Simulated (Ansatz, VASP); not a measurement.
# Cross-check of Sn3H4 (Sn wire along [110], 6 atoms a period, H-terminated) between VASP and Ansatz, part 2 of 2

Aim: how closely do two programs agree when they are given the same cell, functional and k mesh? The cell is taken from a series of runs on this material, whose earlier steps may have relaxed, scaled, displaced or heated it; both programs get it as it stands.

VASP 6.6.1 and Ansatz 0.2.0.

So far: Set-up; Ansatz: single point, PBE; VASP: single point, PBE; Side by side.

## Step 5: VASP: single point, r2SCAN

Level of this step: r2SCAN; plane waves and PAW (Sn_d, H) (VASP).

A single point gives forces, pressure and levels at one fixed geometry, so differences don't come from the geometry; what else differs is listed under the comparison.

INCAR

```
SYSTEM = Sn3H4
PREC = Accurate
ENCUT = 440
EDIFF = 1E-06
NELM = 120
ISMEAR = -1
SIGMA = 0.05
LREAL = .FALSE.
ALGO = Normal
METAGGA = R2SCAN
LASPH = .TRUE.
NBANDS = 60
LORBIT = 11
LWAVE = .FALSE.
LCHARG = .FALSE.
ISIF = 2
GGA_COMPAT = .FALSE.
EFERMI = MIDGAP
LMIXTAU = .TRUE.
KPAR = 4
```

POSCAR

```
Sn3H4
1.0
   13.8080000000      0.0000000000      0.0000000000
    0.0000000000     14.3600000000      0.0000000000
    0.0000000000      0.0000000000      4.7058009839
Sn H
6 8
Direct
    0.4376964610      0.6639896050      0.0000000000
    0.5523367630      0.5000000000      0.0000000000
    0.3253055380      0.3183441580      0.5000000000
    0.3253055380      0.6816558420      0.5000000000
    0.6682002990      0.5000000000      0.5000000000
    0.4376964610      0.3360103950      0.0000000000
    0.5193539630      0.7560983610      0.0000000000
    0.2657127320      0.2120490760      0.5000000000
    0.2373895280      0.4042887980      0.5000000000
    0.2657127320      0.7879509240      0.5000000000
    0.2373895280      0.5957112020      0.5000000000
    0.7431268700      0.4030998020      0.5000000000
    0.7431268700      0.5969001980      0.5000000000
    0.5193539630      0.2439016390      0.0000000000
```

KPOINTS

```
Automatic mesh
0
Gamma
1 1 13
0 0 0
```

The projector-augmented-wave data sets are Sn_d and H (PBE family, release 64).

Run with:

```sh
mpirun -np 4 vasp_std
```

Numbers of over 12 decimals in the logs are rounded to 6 here.

Log:

```text
[banner, memory and clock lines left out]
running    4 mpi-ranks, on    1 nodes
[...]
|                                                                             |
|               ----> ADVICE to this user running VASP <----                  |
|                                                                             |
|     You enforced a specific xc type in the INCAR file but a different       |
|     [... a line on the potential file left out ...]
|     I HOPE YOU KNOW WHAT YOU ARE DOING!                                     |
|                                                                             |

 LDA part: xc-table for (None), standard interpolation
 POSCAR, INCAR and KPOINTS ok, starting setup
[...]
entering main loop
       N       E                     dE             d eps       ncg     rms          rms(c)
DAV:   1     0.512955712847E+03    0.51296E+03   -0.39607E+04  1088   0.118E+03
DAV:   2    -0.125307121703E+03   -0.63826E+03   -0.62377E+03   952   0.304E+02
DAV:   3    -0.185766045976E+03   -0.60459E+02   -0.60238E+02   980   0.127E+02
DAV:   4    -0.188179152629E+03   -0.24131E+01   -0.24097E+01  1064   0.288E+01
[...]
DAV:  36    -0.172695276161E+03   -0.12054E-05   -0.34599E-06   640   0.987E-03    0.373E-04
DAV:  37    -0.172695281615E+03   -0.54540E-05   -0.85411E-06   680   0.123E-02    0.381E-04
DAV:  38    -0.172695281521E+03    0.93907E-07   -0.12395E-06   624   0.586E-03
   1 F= -.17269528E+03 E0= -.17269528E+03  d E =-.268192E-08
```

From OUTCAR (step 5):

```text
  Total       -2.3259572     -2.6544397     -2.2992235      0.0000000      0.0000000      0.0000000
  in kB       -3.9938663     -4.5578987     -3.9479623      0.0000000      0.0000000      0.0000000
  external PRESSURE =      -4.1665758 kB  Pullay stress =       0.0000000 kB

 POSITION                                       TOTAL-FORCE (eV/Angst)
 -----------------------------------------------------------------------------------
      6.04371      9.53489      0.00000         0.046901      0.039541     -0.000000
      7.62667      7.18000      0.00000        -0.012939      0.000000     -0.000000
      4.49182      4.57142      2.35290        -0.047891      0.022655     -0.000000
      4.49182      9.78858      2.35290        -0.047891     -0.022655     -0.000000
      9.22651      7.18000      2.35290         0.021798      0.000000     -0.000000
      6.04371      4.82511      0.00000         0.046901     -0.039541     -0.000000
      7.17124     10.85757      0.00000        -0.112582     -0.138052      0.000000
      3.66896      3.04502      2.35290         0.087390      0.178675     -0.000000
      3.27787      5.80559      2.35290         0.129164     -0.154723     -0.000000
      3.66896     11.31498      2.35290         0.087390     -0.178675     -0.000000
      3.27787      8.55441      2.35290         0.129164      0.154723     -0.000000
     10.26110      5.78851      2.35290        -0.107411      0.146830     -0.000000
     10.26110      8.57149      2.35290        -0.107411     -0.146830     -0.000000
      7.17124      3.50243      0.00000        -0.112582      0.138052     -0.000000
 -----------------------------------------------------------------------------------
    total drift:                               -0.007475      0.000000      0.000003

  FREE ENERGIE OF THE ION-ELECTRON SYSTEM (eV)
  ---------------------------------------------------
  free  energy   TOTEN  =      -172.6952815211 eV

  energy  without entropy=     -172.6952815184  energy(sigma->0) =     -172.69528152

[... 3 further parts left out ...]
[key lines of the parts left out:]
E-fermi :  -2.0592
```

## Step 6: Ansatz: single point, r2SCAN

The same cell, functional, mesh and smearing now go to Ansatz, which takes its cutoff from its data sets.

The cell is taken from a series of runs on this material, whose earlier steps may have relaxed, scaled, displaced or heated it; both programs get it as it stands.

input.yaml

```yaml
crystal:
  lattice:
    - [13.808, 0.0, 0.0]
    - [0.0, 14.36, 0.0]
    - [0.0, 0.0, 4.7058009839]
  atoms:
    - { symbol: Sn, position: [0.437696461, 0.663989605, 0.0] }
    - { symbol: H, position: [0.519353963, 0.756098361, 0.0] }
    - { symbol: Sn, position: [0.552336763, 0.5, 0.0] }
    - { symbol: H, position: [0.265712732, 0.212049076, 0.5] }
    - { symbol: H, position: [0.237389528, 0.404288798, 0.5] }
    - { symbol: H, position: [0.265712732, 0.787950924, 0.5] }
    - { symbol: H, position: [0.237389528, 0.595711202, 0.5] }
    - { symbol: Sn, position: [0.325305538, 0.318344158, 0.5] }
    - { symbol: Sn, position: [0.325305538, 0.681655842, 0.5] }
    - { symbol: Sn, position: [0.668200299, 0.5, 0.5] }
    - { symbol: H, position: [0.74312687, 0.403099802, 0.5] }
    - { symbol: H, position: [0.74312687, 0.596900198, 0.5] }
    - { symbol: Sn, position: [0.437696461, 0.336010395, 0.0] }
    - { symbol: H, position: [0.519353963, 0.243901639, 0.0] }
kpoints:
  mp_grid: { grid: [1, 1, 13] }
  band_path: { path: ["Γ", Z], npoints: 90 }
scf:
  occupations: { method: fermi_dirac, width: 0.05 }
hamiltonian:
  xc: r2scan
  pseudopotentials: { kind: paw, azcp: { folder: soft_1 } }
```

Run with:

```sh
ansatz run input.yaml --threads 4 --pin off --max-ram 16384MiB --backend cpu --events-out ev --progress --plain --runs-dir out
```

Log:

```text
[...]
Crystal: 14 atoms, lattice volume = 933.080 Å³
Basis set: ecut = 500 eV, 23755 PW (Γ), exchange–correlation on 432×432×144 points (64 copies of the dense FFT grid, shifted against one another)
Bands: 60, of which v1, the nominal top of the filled ones, is band 46 counted from 1 (45 counted from 0)
Symmetry: 4 space group operations
[...]
k-points: 7 of 13
[...]
--- Band table (eV; the first three rows and the last of 7) ---
  k-point 0: bands = [... 42 lower, -3.4819, -3.4077, -2.8763, -2.4714, -0.6120, -0.4687, -0.3534, 1.0506, ... 10 higher]
  k-point 1: bands = [... 42 lower, -3.5982, -3.3185, -3.1468, -2.8049, -0.2435, -0.1171, -0.0279, 1.0918, ... 10 higher]
  k-point 2: bands = [... 42 lower, -3.7469, -3.5559, -3.3858, -3.3416, 0.3229, 0.5454, 0.6986, 1.1907, ... 10 higher]
  k-point 6: bands = [... 42 lower, -4.7442, -4.4447, -3.8078, -3.8041, 0.3698, 0.6114, 0.9719, 1.1435, ... 10 higher]
[key lines of the parts left out:]
SCF converged after 10 iterations
Free energy (F): -36356.371550 eV
Fermi energy:    -1.543183 eV
```

## Step 7: Comparison

What differs besides the data sets and the points named for the pairs above, as far as they apply: VASP keeps PBE cores, Ansatz makes them for the functional; the cutoff is 500 eV in Ansatz and 440 eV in VASP. Total energies have different zeros and are not compared.

Compared:

| quantity | Ansatz | VASP | difference |
| --- | --- | --- | --- |
| gap on the k mesh (eV) | 1.859 | 1.858 | +0.002 |

A gap on the mesh is an upper bound, since the band edges may lie between its points.

## Step 8: What came out

- difference in gap on the k mesh (single point, PBE): -0.0011 eV
- difference in gap on the k mesh (single point, r2SCAN): 0.0019 eV

**Reading.** The difference in gap on the k mesh is 0.0019 eV (single point, r2SCAN), within the 0.08 eV picked in this series as the mark of a large difference. Such differences can come from data sets, numerical settings and the points named under the comparisons, not from the functional's error against experiment.

[Lines on the potential files, build, host, timing and source positions are cut from VASP's logs without a mark.]

[Logs are printed without paths, hosts, clocks, repeated set-up lines and the standing remarks that a program may print on its own settings, such as how far it seeks lower states.]

[Hosts, paths, dates, database ids (printed as entryN), source tags and the programs' standing remarks are cut or masked in the printed files.]
